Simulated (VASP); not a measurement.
The input files of a VASP run:

### KPOINTS
```
Automatic mesh
0
Gamma
5 5 5
0 0 0
```

**INCAR**
```
SYSTEM = CdTe
PREC = Accurate
ENCUT = 520
EDIFF = 1E-6
NELM = 60
ALGO = Normal
LREAL = .FALSE.
LASPH = .TRUE.
ISMEAR = 0
SIGMA = 0.05
GGA = PE
LMAXMIX = 4
LWAVE = .FALSE.
LCHARG = .FALSE.
ISIF = 2
```

POSCAR:
```
CdTe
1
    0.0000000000     3.3048000000     3.3048000000
    3.3048000000     0.0000000000     3.3048000000
    3.3048000000     3.3048000000     0.0000000000
Cd Te
1 1
Direct
  0.0000000000   0.0000000000   0.0000000000
  0.2500000000   0.2500000000   0.2500000000
```

POTCAR, in this order: Te Cd (PBE.64 set). Program: vasp_std.

The resulting files:

**standard output**
```
 POSCAR found type information on POSCAR CdTe
 POSCAR found :  2 types and       2 ions
 Reading from existing POTCAR
 Reading from existing POTCAR
 WARNING: type information on POSCAR and POTCAR are incompatible
 POTCAR overwrites the type information in POSCAR
 typ   1 type information:  Cd Te
 WARNING: type information on POSCAR and POTCAR are incompatible
 POTCAR overwrites the type information in POSCAR
 typ   2 type information:  Te Cd
 LDA part: xc-table for (Slater+PW92), standard interpolation
 POSCAR, INCAR and KPOINTS ok, starting setup
 WAVECAR not read
 entering main loop
       N       E                     dE             d eps       ncg     rms          rms(c)
DAV:   1     0.942503833468E+02    0.94250E+02   -0.77690E+03   260   0.116E+03
DAV:   2    -0.117924756221E+01   -0.95430E+02   -0.91939E+02   280   0.270E+02
DAV:   3    -0.501019627453E+01   -0.38309E+01   -0.38191E+01   325   0.544E+01
DAV:   4    -0.503423565965E+01   -0.24039E-01   -0.24037E-01   278   0.430E+00
DAV:   5    -0.503461191255E+01   -0.37625E-03   -0.37625E-03   325   0.555E-01    0.514E+00
DAV:   6    -0.480939926679E+01    0.22521E+00   -0.46957E-01   290   0.865E+00    0.424E+00
DAV:   7    -0.479390382009E+01    0.15495E-01   -0.12049E-01   285   0.251E+00    0.167E+00
DAV:   8    -0.479482669441E+01   -0.92287E-03   -0.10406E-02   280   0.139E+00    0.487E-01
DAV:   9    -0.479519851302E+01   -0.37182E-03   -0.10339E-03   285   0.368E-01    0.105E-01
DAV:  10    -0.479527180618E+01   -0.73293E-04   -0.13378E-04   295   0.121E-01    0.514E-02
DAV:  11    -0.479531903652E+01   -0.47230E-04   -0.91421E-05   273   0.656E-02    0.358E-02
DAV:  12    -0.479531780929E+01    0.12272E-05   -0.36216E-06   300   0.166E-02    0.204E-02
DAV:  13    -0.479531765271E+01    0.15658E-06   -0.61349E-07   200   0.440E-03
   1 F= -.47953177E+01 E0= -.47953177E+01  d E =-.152787E-12
```

**OUTCAR**
```
------------------------ aborting loop because EDIFF is reached ----------------------------------------
  FORCE on cell =-STRESS in cart. coord.  units (eV):
  Direction    XX          YY          ZZ          XY          YZ          ZX
  --------------------------------------------------------------------------------------
  Total        0.1341043      0.1341043      0.1341043      0.0000000      0.0000000     -0.0000000
  in kB        2.9763767      2.9763767      2.9763767      0.0000000      0.0000000     -0.0000000
  external PRESSURE =       2.9763767 kB  Pullay stress =       0.0000000 kB
  volume of cell :       72.19
      direct lattice vectors                 reciprocal lattice vectors
     0.000000000  3.304800000  3.304800000    -0.151295086  0.151295086  0.151295086
     3.304800000  0.000000000  3.304800000     0.151295086 -0.151295086  0.151295086
     3.304800000  3.304800000  0.000000000     0.151295086  0.151295086 -0.151295086
  FREE ENERGIE OF THE ION-ELECTRON SYSTEM (eV)
  ---------------------------------------------------
  free  energy   TOTEN  =        -4.7953176527 eV

  energy  without entropy=       -4.7953176527  energy(sigma->0) =       -4.79531765
```
(Selected blocks of OUTCAR.)

Q: From input and log, find the fault in this run and mend it.

A: The cause: POTCAR lists the elements in another order than POSCAR. The run ends without an error. Against the sound run, the pressure is nearly the same; the band gap is nearly the same. To mend it, use POTCAR Cd Te of the PBE.64 set.

The mended run (PBE GGA, plane waves, VASP's PBE PAW potentials (set 64)) converges, and its OSZICAR ends with
```
   1 F= -.47953176E+01 E0= -.47953176E+01  d E =-.152839E-12
```

The compound is CdTe in the zinc blende structure. The cell was not relaxed at this level.
